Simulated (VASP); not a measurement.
Calculation: PBE GGA with spin-orbit coupling, VASP's PBE PAW potentials (set 64) (plane waves; VASP).

Input for VASP

KPOINTS:
```
Automatic mesh
0
Gamma
10 10 10
0 0 0
```

**INCAR**
```
# general
SYSTEM      =  PdIn
PREC        =  Accurate
ENCUT       =  400
LREAL       =  .FALSE.
LASPH       =  .TRUE.

# electronic loop
EDIFF       =  1E-6
NELM        =  100
ALGO        =  Normal
LMAXMIX     =  4

# smearing
ISMEAR      =  0
SIGMA       =  0.05

# functional
GGA         =  PE
GGA_COMPAT  =  .FALSE.

# spin
MAGMOM      =  6*0
LSORBIT     =  .TRUE.

# output
LWAVE       =  .FALSE.
LCHARG      =  .FALSE.
```

### POSCAR
```
PdIn
1
    3.3063622438     0.0000000000    -0.0000000000
    0.0000000000     3.3063622438     0.0000000000
   -0.0000000000     0.0000000000     3.3063622438
In Pd
1 1
Direct
  0.5000000000   0.5000000000   0.5000000000
  0.0000000000   0.0000000000   0.0000000000
```

File KPOINTS_OPT:
```
k-points along high-symmetry lines
8
Line-mode
Reciprocal
  0.000000   0.000000   0.000000 ! GAMMA
  0.000000   0.500000   0.000000 ! X

  0.000000   0.500000   0.000000 ! X
  0.500000   0.500000   0.000000 ! M

  0.500000   0.500000   0.000000 ! M
  0.000000   0.000000   0.000000 ! GAMMA

  0.000000   0.000000   0.000000 ! GAMMA
  0.500000   0.500000   0.500000 ! R

  0.500000   0.500000   0.500000 ! R
  0.000000   0.500000   0.000000 ! X

  0.500000   0.500000   0.500000 ! R
  0.500000   0.500000   0.000000 ! M
```

POTCAR, in this order: In_d Pd (PBE.64 set). Program: vasp_ncl.

What VASP printed:

**OUTCAR**
```
 ion  position               nearest neighbor table
   1  0.500  0.500  0.500-   2 2.86   2 2.86   2 2.86   2 2.86   2 2.86   2 2.86   2 2.86   2 2.86
  LATTYP: Found a simple cubic cell.
 ALAT       =     3.3063622438
 Subroutine PRICEL returns:
 Original cell was already a primitive cell.
 Subroutine GETGRP returns: Found 48 space group operations
The static configuration has the point symmetry O_h .
The dynamic configuration has the point symmetry O_h .
The overall configuration has the point symmetry O_h .
 Subroutine INISYM returns: Found 48 space group operations
 Subroutine IBZKPT returns following result:
 Found     56 irreducible k-points:

 Following reciprocal coordinates:
            Coordinates               Weight
  0.000000  0.000000  0.000000      1.000000
  0.100000  0.000000  0.000000      6.000000
  0.200000  0.000000  0.000000      6.000000
  0.300000  0.000000  0.000000      6.000000
  0.400000  0.000000  0.000000      6.000000
  0.500000  0.000000  0.000000      3.000000
  0.100000  0.100000  0.000000     12.000000
  0.200000  0.100000  0.000000     24.000000
  0.300000  0.100000  0.000000     24.000000
  0.400000  0.100000  0.000000     24.000000
  0.500000  0.100000  0.000000     12.000000
  0.200000  0.200000  0.000000     12.000000
  0.300000  0.200000  0.000000     24.000000
  0.400000  0.200000  0.000000     24.000000
  0.500000  0.200000  0.000000     12.000000
  0.300000  0.300000  0.000000     12.000000
  0.400000  0.300000  0.000000     24.000000
  0.500000  0.300000  0.000000     12.000000
  0.400000  0.400000  0.000000     12.000000
  0.500000  0.400000  0.000000     12.000000
  0.500000  0.500000  0.000000      3.000000
  0.100000  0.100000  0.100000      8.000000
  0.200000  0.100000  0.100000     24.000000
  0.300000  0.100000  0.100000     24.000000
...
```

OSZICAR:
```
       N       E                     dE             d eps       ncg     rms          rms(c)
DAV:   1     0.198820580914E+03    0.19882E+03   -0.92900E+03  3436   0.175E+03
DAV:   2     0.933415469014E+01   -0.18949E+03   -0.17944E+03  3528   0.435E+02
DAV:   3    -0.841308864363E+01   -0.17747E+02   -0.17109E+02  3916   0.148E+02
DAV:   4    -0.898131296296E+01   -0.56822E+00   -0.56712E+00  4020   0.259E+01
DAV:   5    -0.901222685140E+01   -0.30914E-01   -0.30912E-01  5146   0.558E+00    0.611E+00
DAV:   6    -0.885237054431E+01    0.15986E+00   -0.35342E-01  4280   0.969E+00    0.290E+00
DAV:   7    -0.882130132244E+01    0.31069E-01   -0.60387E-02  4666   0.491E+00    0.137E+00
DAV:   8    -0.881486008097E+01    0.64412E-02   -0.17792E-02  4170   0.148E+00    0.424E-01
DAV:   9    -0.881417163957E+01    0.68844E-03   -0.14519E-03  4108   0.703E-01    0.181E-01
DAV:  10    -0.881416383981E+01    0.77998E-05   -0.85555E-05  4340   0.130E-01    0.346E-02
DAV:  11    -0.881416664974E+01   -0.28099E-05   -0.11048E-05  4592   0.649E-02    0.164E-02
DAV:  12    -0.881416719003E+01   -0.54029E-06   -0.17698E-06  3172   0.151E-02
   1 F= -.88141672E+01 E0= -.88135077E+01  d E =-.131894E-02  mag=     0.0000    -0.0000    -0.0000
       N       E                     dE             ncg
```

**OUTCAR**
```
------------------------ aborting loop because EDIFF is reached ----------------------------------------
  FORCE on cell =-STRESS in cart. coord.  units (eV):
  Direction    XX          YY          ZZ          XY          YZ          ZX
  --------------------------------------------------------------------------------------
  Total       -0.0107342     -0.0107342     -0.0107342      0.0000000     -0.0000000      0.0000000
  in kB       -0.4758070     -0.4758070     -0.4758070      0.0000000     -0.0000000      0.0000000
  external PRESSURE =      -0.4758070 kB  Pullay stress =       0.0000000 kB
  volume of cell :       36.15
      direct lattice vectors                 reciprocal lattice vectors
     3.306362244  0.000000000  0.000000000     0.302447199  0.000000000  0.000000000
     0.000000000  3.306362244  0.000000000     0.000000000  0.302447199  0.000000000
     0.000000000  0.000000000  3.306362244     0.000000000  0.000000000  0.302447199
 POSITION                                       TOTAL-FORCE (eV/Angst)
 -----------------------------------------------------------------------------------
      1.65318      1.65318      1.65318         0.000000      0.000000      0.000000
      0.00000      0.00000      0.00000         0.000000      0.000000      0.000000
 -----------------------------------------------------------------------------------
    total drift:                                0.000000     -0.000000     -0.000000
  FREE ENERGIE OF THE ION-ELECTRON SYSTEM (eV)
  ---------------------------------------------------
  free  energy   TOTEN  =        -8.8141671900 eV

  energy  without entropy=       -8.8128482541  energy(sigma->0) =       -8.81350772

 Ion:    1  E_soc:     -0.0701739

 Ion:    2  E_soc:     -0.0621867
```
(Selected blocks of OUTCAR.)

The compound is PdIn in the CsCl type structure. It was relaxed first, which changed the volume by +5 %.
